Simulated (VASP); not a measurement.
```yaml
crystal:
  lattice:
    - [3.51007, 0.00000, 0.00000]
    - [0.00000, 3.51007, 0.00000]
    - [0.00000, 0.00000, 3.51007]
  atoms:
    - { symbol: Fe, position: [0.00000, 0.00000, 0.00000], spin: 3.2 }
    - { symbol: Ni, position: [0.00000, 0.50000, 0.50000], spin: 0.7 }
    - { symbol: Ni, position: [0.50000, 0.00000, 0.50000], spin: 0.7 }
    - { symbol: Ni, position: [0.50000, 0.50000, 0.00000], spin: 0.7 }
```

Computed with r2SCAN meta-GGA, VASP's PBE PAW potentials (set 64) (plane waves; VASP 6.6.1). Settings: 480 eV cut-off, 8×8×8 Γ-centred mesh, first-order Methfessel-Paxton smearing of 0.10 eV, potentials Fe Ni.

Each row applies one change to this cell, which was relaxed at other settings and keeps the small stress of the first row; at a fixed cut-off the stress holds a Pulay part, so it need not integrate to ΔE exactly. Stress is in GPa, positive when the cell is compressed.

```json
[
 {"change": "none", "ΔE (meV/atom)": "0.0", "σxx": "0.63", "σyy": "0.63", "σzz": "0.63", "largest shear component, with its sign (GPa)": "0.00", "largest force (eV/Å)": "0.000", "moment (μB)": "5.24"},
 {"change": "biaxial strain of -4.0 % in the xz plane", "ΔE (meV/atom)": "61.2", "σxx": "24.66", "σyy": "17.19", "σzz": "24.66", "largest shear component, with its sign (GPa)": "0.00", "largest force (eV/Å)": "0.000", "moment (μB)": "5.16"},
 {"change": "atom 3 (Ni) moved by 0.150 Å along y", "ΔE (meV/atom)": "29.2", "σxx": "1.83", "σyy": "1.98", "σzz": "1.83", "largest shear component, with its sign (GPa)": "0.00", "largest force (eV/Å)": "1.556", "moment (μB)": "5.21"},
 {"change": "biaxial strain of -3.0 % in the xz plane", "ΔE (meV/atom)": "___", "σxx": "___", "σyy": "___", "σzz": "___", "largest shear component, with its sign (GPa)": "___", "largest force (eV/Å)": "___", "moment (μB)": "___"},
 {"change": "isotropic strain of -0.5 %", "ΔE (meV/atom)": "___", "σxx": "___", "σyy": "___", "σzz": "___", "largest shear component, with its sign (GPa)": "___", "largest force (eV/Å)": "___", "moment (μB)": "___"},
 {"change": "atom 1 (Fe) moved by 0.100 Å along x", "ΔE (meV/atom)": "10.9", "σxx": "1.12", "σyy": "1.16", "σzz": "1.16", "largest shear component, with its sign (GPa)": "0.00", "largest force (eV/Å)": "0.875", "moment (μB)": "5.23"},
 {"change": "isotropic strain of +0.5 %", "ΔE (meV/atom)": "0.8", "σxx": "-2.45", "σyy": "-2.45", "σzz": "-2.45", "largest shear component, with its sign (GPa)": "0.00", "largest force (eV/Å)": "0.000", "moment (μB)": "5.27"}
]
```

**Question.** Complete the blanks.

**Answer.** 
- biaxial strain of -3.0 % in the xz plane, ΔE (meV/atom): 33.8
- biaxial strain of -3.0 % in the xz plane, σxx: 17.44
- biaxial strain of -3.0 % in the xz plane, σyy: 12.55
- biaxial strain of -3.0 % in the xz plane, σzz: 17.44
- biaxial strain of -3.0 % in the xz plane, largest shear component, with its sign (GPa): 0.00
- biaxial strain of -3.0 % in the xz plane, largest force (eV/Å): 0.000
- biaxial strain of -3.0 % in the xz plane, moment (μB): 5.16
- isotropic strain of -0.5 %, ΔE (meV/atom): 2.4
- isotropic strain of -0.5 %, σxx: 3.93
- isotropic strain of -0.5 %, σyy: 3.93
- isotropic strain of -0.5 %, σzz: 3.93
- isotropic strain of -0.5 %, largest shear component, with its sign (GPa): 0.00
- isotropic strain of -0.5 %, largest force (eV/Å): 0.000
- isotropic strain of -0.5 %, moment (μB): 5.20

Failed runs are left out, and for metals the shear rows, which the mesh's noise covers.

The compound is Ni3Fe in the L1_2 structure. The spin order is the one that the start imposed; others were not tried in this run.
